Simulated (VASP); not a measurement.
Output of a VASP run:

OUTCAR:
```
 ion  position               nearest neighbor table
   1  0.000  0.000  0.000-   4 1.85   5 1.85   4 1.85   5 1.85   3 1.85   6 1.85
   2  0.500  0.500  0.500-   3 1.85   6 1.85   3 1.85   6 1.85   5 1.85   4 1.85
   3  0.302  0.302  0.000-   2 1.85   2 1.85   1 1.85
   4  0.802  0.198  0.500-   1 1.85   1 1.85   2 1.85
   5  0.198  0.802  0.500-   1 1.85   1 1.85   2 1.85
   6  0.698  0.698  0.000-   2 1.85   2 1.85   1 1.85
  LATTYP: Found a simple tetragonal cell.
 ALAT       =     4.3332873460
 C/A-ratio  =     0.6423571353
 Subroutine PRICEL returns:
 Original cell was already a primitive cell.
 Subroutine GETGRP returns: Found 16 space group operations
The static configuration has the point symmetry D_2h.
 The point group associated with its full space group is D_4h.
The dynamic configuration has the point symmetry D_2h.
The overall configuration has the point symmetry D_2h.
 Subroutine INISYM returns: Found 16 space group operations
 Subroutine IBZKPT returns following result:
 Found     60 irreducible k-points:

 Following reciprocal coordinates:
            Coordinates               Weight
  0.000000  0.000000  0.000000      1.000000
  0.142857  0.000000  0.000000      4.000000
  0.285714  0.000000  0.000000      4.000000
  0.428571  0.000000  0.000000      4.000000
  0.142857  0.142857  0.000000      4.000000
  0.285714  0.142857  0.000000      8.000000
  0.428571  0.142857  0.000000      8.000000
  0.285714  0.285714  0.000000      4.000000
  0.428571  0.285714  0.000000      8.000000
  0.428571  0.428571  0.000000      4.000000
  0.000000  0.000000  0.090909      2.000000
  0.142857  0.000000  0.090909      8.000000
  0.285714  0.000000  0.090909      8.000000
  0.428571  0.000000  0.090909      8.000000
  0.142857  0.142857  0.090909      8.000000
  0.285714  0.142857  0.090909     16.000000
  0.428571  0.142857  0.090909     16.000000
  0.285714  0.285714  0.090909      8.000000
  0.428571  0.285714  0.090909     16.000000
  0.428571  0.428571  0.090909      8.000000
  0.000000  0.000000  0.181818      2.000000
  0.142857  0.000000  0.181818      8.000000
  0.285714  0.000000  0.181818      8.000000
  0.428571  0.000000  0.181818      8.000000
  0.142857  0.142857  0.181818      8.000000
  0.285714  0.142857  0.181818     16.000000
  0.428571  0.142857  0.181818     16.000000
  0.285714  0.285714  0.181818      8.000000
  0.428571  0.285714  0.181818     16.000000
  0.428571  0.428571  0.181818      8.000000
  0.000000  0.000000  0.272727      2.000000
  0.142857  0.000000  0.272727      8.000000
  0.285714  0.000000  0.272727      8.000000
  0.428571  0.000000  0.272727      8.000000
  0.142857  0.142857  0.272727      8.000000
  0.285714  0.142857  0.272727     16.000000
  0.428571  0.142857  0.272727     16.000000
  0.285714  0.285714  0.272727      8.000000
  0.428571  0.285714  0.272727     16.000000
  0.428571  0.428571  0.272727      8.000000
   k-points           NKPTS =     60   k-points in BZ     NKDIM =     60   number of bands    NBANDS=     30
   number of dos      NEDOS =    301   number of ions     NIONS =      6
   total plane-waves  NPLWV =  31104
   dimension x,y,z NGX =    36 NGY =   36 NGZ =   24
   dimension x,y,z NGXF=    72 NGYF=   72 NGZF=   48
   ions per type =               2   4
   PREC   = accura    normal or accurate (medium, high low for compatibility)
   ISTART =      0    job   : 0-new  1-cont  2-samecut
   ICHARG =      2    charge: 1-file 2-atom 10-const
   ISPIN  =      2    spin polarized calculation?
   LNONCOLLINEAR =      F non collinear calculations
   LSORBIT =      F    spin-orbit coupling
   INIWAV =      1    electr: 0-lowe 1-rand  2-diag
   ENCUT  =  620.0 eV  45.57 Ry    6.75 a.u.   8.80  8.80  5.65*2*pi/ulx,y,z
   NELM   =    100;   NELMIN=  2; NELMDL= -5     # of ELM steps
   EDIFF  = 0.1E-05   stopping-criterion for ELM
   LREAL  =      F    real-space projection
...
```

**OSZICAR**
```
       N       E                     dE             d eps       ncg     rms          rms(c)
DAV:   1     0.694048229356E+03    0.69405E+03   -0.31590E+04  7272   0.231E+03
DAV:   2     0.211748243847E+02   -0.67287E+03   -0.63584E+03  7656   0.618E+02
DAV:   3    -0.654063634094E+02   -0.86581E+02   -0.84072E+02  8866   0.206E+02
DAV:   4    -0.686550610041E+02   -0.32487E+01   -0.30788E+01  8550   0.361E+01
DAV:   5    -0.687163752102E+02   -0.61314E-01   -0.60929E-01  7420   0.555E+00    0.486E+01
DAV:   6    -0.656391446796E+02    0.30772E+01   -0.16086E+02  8778   0.124E+02    0.515E+01
DAV:   7    -0.557406260756E+02    0.98985E+01   -0.11418E+02  9118   0.128E+02    0.213E+01
DAV:   8    -0.535848071357E+02    0.21558E+01   -0.91546E+00  7696   0.305E+01    0.742E+00
DAV:   9    -0.532822040898E+02    0.30260E+00   -0.14849E+00  9466   0.117E+01    0.230E+00
DAV:  10    -0.532857678493E+02   -0.35638E-02   -0.13118E-01  7446   0.290E+00    0.132E+00
DAV:  11    -0.532807856326E+02    0.49822E-02   -0.19056E-02  8466   0.191E+00    0.649E-01
DAV:  12    -0.532792670953E+02    0.15185E-02   -0.93550E-03  8958   0.142E+00    0.227E-01
DAV:  13    -0.532793658209E+02   -0.98726E-04   -0.82246E-04  7590   0.212E-01    0.611E-02
DAV:  14    -0.532793472349E+02    0.18586E-04   -0.76705E-05  8444   0.596E-02    0.337E-02
DAV:  15    -0.532793437395E+02    0.34954E-05   -0.21776E-05  8284   0.635E-02    0.124E-02
DAV:  16    -0.532793441454E+02   -0.40589E-06   -0.29487E-06  6626   0.210E-02
   1 F= -.53279344E+02 E0= -.53279458E+02  d E =-.532793E+02  mag=    -0.0000
       N       E                     dE             d eps       ncg     rms          rms(c)
DAV:   1    -0.532870310580E+02   -0.76873E-02   -0.15194E-01  7200   0.468E+00    0.909E-01
DAV:   2    -0.532855749668E+02    0.14561E-02   -0.63973E-02  7968   0.348E+00    0.904E-01
DAV:   3    -0.532795962819E+02    0.59787E-02   -0.22879E-02  8758   0.206E+00    0.235E-01
DAV:   4    -0.532793603856E+02    0.23590E-03   -0.41684E-03  7212   0.486E-01    0.963E-02
DAV:   5    -0.532792968075E+02    0.63578E-04   -0.19451E-04  8474   0.113E-01    0.432E-02
DAV:   6    -0.532792851928E+02    0.11615E-04   -0.55996E-05  7266   0.546E-02    0.222E-02
DAV:   7    -0.532792812142E+02    0.39786E-05   -0.56049E-06  8284   0.218E-02    0.718E-03
DAV:   8    -0.532792811360E+02    0.78212E-07   -0.72202E-07  3618   0.853E-03
   2 F= -.53279281E+02 E0= -.53279420E+02  d E =0.630094E-04  mag=    -0.0000
       N       E                     dE             d eps       ncg     rms          rms(c)
DAV:   1    -0.532819819691E+02   -0.27008E-02   -0.49275E-02  7200   0.267E+00    0.518E-01
DAV:   2    -0.532815945955E+02    0.38737E-03   -0.21504E-02  7944   0.203E+00    0.523E-01
DAV:   3    -0.532795524886E+02    0.20421E-02   -0.74087E-03  8742   0.117E+00    0.131E-01
DAV:   4    -0.532794871320E+02    0.65357E-04   -0.13583E-03  7212   0.261E-01    0.589E-02
DAV:   5    -0.532794631878E+02    0.23944E-04   -0.64955E-05  9106   0.690E-02    0.256E-02
DAV:   6    -0.532794591647E+02    0.40231E-05   -0.21852E-05  7254   0.327E-02    0.127E-02
DAV:   7    -0.532794577810E+02    0.13837E-05   -0.16778E-06  5274   0.109E-02    0.368E-03
DAV:   8    -0.532794577693E+02    0.11670E-07   -0.38597E-07  3618   0.593E-03
   3 F= -.53279458E+02 E0= -.53279582E+02  d E =-.113624E-03  mag=     0.0000
```

OUTCAR:
```
------------------------ aborting loop because EDIFF is reached ----------------------------------------
  FORCE on cell =-STRESS in cart. coord.  units (eV):
  Direction    XX          YY          ZZ          XY          YZ          ZX
  --------------------------------------------------------------------------------------
  Total       -0.0006809     -0.0006809      0.0212926      0.0000000      0.0000000      0.0000000
  in kB       -0.0209042     -0.0209042      0.6537109      0.0000000      0.0000000      0.0000000
  external PRESSURE =       0.2039675 kB  Pullay stress =       0.0000000 kB
  volume of cell :       52.19
      direct lattice vectors                 reciprocal lattice vectors
     4.330959493 -0.000000000  0.000000000     0.230895718  0.000000000  0.000000000
    -0.000000000  4.330959493  0.000000000     0.000000000  0.230895718  0.000000000
     0.000000000  0.000000000  2.782184886     0.000000000  0.000000000  0.359429744
 POSITION                                       TOTAL-FORCE (eV/Angst)
 -----------------------------------------------------------------------------------
     -0.00000      4.33096      0.00000         0.000000      0.000000      0.000000
      2.16548      2.16548      1.39109         0.000000      0.000000      0.000000
      1.30685      1.30685      0.00000        -0.008524     -0.008524     -0.000000
      3.47233      0.85863      1.39109        -0.008524      0.008524      0.000000
      0.85863      3.47233      1.39109         0.008524     -0.008524     -0.000000
      3.02411      3.02411      0.00000         0.008524      0.008524      0.000000
 -----------------------------------------------------------------------------------
    total drift:                                0.000000      0.000000      0.000000
  FREE ENERGIE OF THE ION-ELECTRON SYSTEM (eV)
  ---------------------------------------------------
  free  energy   TOTEN  =       -53.2794577693 eV

  energy  without entropy=      -53.2798307844  energy(sigma->0) =      -53.27958211

 total charge

# of ion       s       p       d       tot
------------------------------------------
    1        0.383   6.530   5.048  11.961
    2        0.383   6.530   5.048  11.961
    3        1.557   3.461   0.000   5.018
    4        1.557   3.461   0.000   5.018
    5        1.557   3.461   0.000   5.018
    6        1.557   3.461   0.000   5.018
--------------------------------------------------
tot          6.993  26.904  10.097  43.994

 magnetization (x)

# of ion       s       p       d       tot
------------------------------------------
    1        0.010   0.014   2.113   2.137
    2       -0.010  -0.014  -2.113  -2.137
    3       -0.000  -0.038   0.000  -0.039
    4        0.000   0.038   0.000   0.039
    5        0.000   0.038   0.000   0.039
    6       -0.000  -0.038   0.000  -0.039
--------------------------------------------------
tot          0.000   0.000   0.000   0.000

 reached required accuracy - stopping structural energy minimisation
```
(Selected blocks of OUTCAR.)

### POSCAR
```
MnO2
1
    4.3332873460    -0.0000000000     0.0000000000
   -0.0000000000     4.3332873460     0.0000000000
    0.0000000000     0.0000000000     2.7835180459
Mn O
2 4
Direct
  1.0000000000   0.0000000000   0.0000000000
  0.5000000000   0.5000000000   0.5000000000
  0.3017823638   0.3017823638   1.0000000000
  0.8017823638   0.1982176362   0.5000000000
  0.1982176362   0.8017823638   0.5000000000
  0.6982176362   0.6982176362   0.0000000000
```

Problem. Write an INCAR and KPOINTS that could have produced this output.

Solution. This is not unique; one that fits is the input of the run itself, LDA (Ceperley-Alder, Perdew-Zunger), plane waves, VASP's LDA PAW potentials (set 64).

INCAR:
```
ALGO  =  Normal
EDIFF  =  1E-6
EDIFFG  =  -0.02
ENCUT  =  620
IBRION  =  2
ISIF  =  3
ISMEAR  =  1
ISPIN  =  2
LASPH  =  T
LCHARG  =  F
LMAXMIX  =  4
LORBIT  =  10
LREAL  =  F
LWAVE  =  F
MAGMOM  =  2.1 -2.1 -0.0 2*0.0 -0.0
NELM  =  100
NSW  =  40
PREC  =  Accurate
SIGMA  =  0.1
SYSTEM  =  MnO2
```

File KPOINTS:
```
Automatic
0
Gamma
  7 7 11
```

POTCAR, in this order: Mn_pv O (LDA.64 set). Program: vasp_std.

The compound is MnO2 in the rutile structure. This run relaxes it. Symmetry was kept, so distortions that lower it aren't found.
